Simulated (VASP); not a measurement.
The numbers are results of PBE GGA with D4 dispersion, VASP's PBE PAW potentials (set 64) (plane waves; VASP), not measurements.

VASP ran on this input.

**INCAR**
```
SYSTEM = MgI2
PREC = Accurate
ENCUT = 520
EDIFF = 1E-7
NELM = 100
ALGO = Normal
LREAL = .FALSE.
LASPH = .TRUE.
ISMEAR = -5
GGA = PE
IVDW = 13
LMAXMIX = 4
LWAVE = .FALSE.
LCHARG = .TRUE.
LORBIT = 11
NEDOS = 601
ISIF = 2
LEFG = .TRUE.
```

File KPOINTS:
```
kpoints
0
Gamma
  7 7 4
```

**POSCAR**
```
MgI2
1
    2.0644670707    -3.5757614378     0.0000000000
    2.0644670707     3.5757614378    -0.0000000000
   -0.0000000000    -0.0000000000     6.8826116328
Mg I
1 2
Direct
  1.0000000000   1.0000000000   1.0000000000
  0.3333330000   0.6666670000   0.2432622769
  0.6666670000   0.3333330000   0.7567377231
```

POTCAR, in this order: Mg I (PBE.64 set). Program: vasp_std.

### Question
Estimate the energy per atom (σ→0), dispersion energy.

### Answer

```
Quantity                       Result
---------------------  --------------
energy per atom (σ→0)  -2.865 eV/atom
dispersion energy           -0.904 eV
```

OSZICAR:
```
...
DAV:   7    -0.769114610400E+01    0.22726E-01   -0.14070E-01   784   0.214E+00    0.715E-01
DAV:   8    -0.768927141089E+01    0.18747E-02   -0.96638E-03   756   0.603E-01    0.246E-01
DAV:   9    -0.768942414160E+01   -0.15273E-03   -0.96535E-04   848   0.225E-01    0.978E-02
DAV:  10    -0.768941036561E+01    0.13776E-04   -0.32759E-05   800   0.494E-02    0.388E-02
DAV:  11    -0.768941783238E+01   -0.74668E-05   -0.20003E-05   752   0.339E-02    0.318E-02
DAV:  12    -0.768941836099E+01   -0.52861E-06   -0.13610E-06   860   0.723E-03    0.102E-02
DAV:  13    -0.768941833709E+01    0.23899E-07   -0.15506E-08   536   0.118E-03
   1 F= -.85935842E+01 E0= -.85935842E+01  d E =0.000000E+00
```

The compound is MgI2 in the 1T layered structure. It was relaxed first.
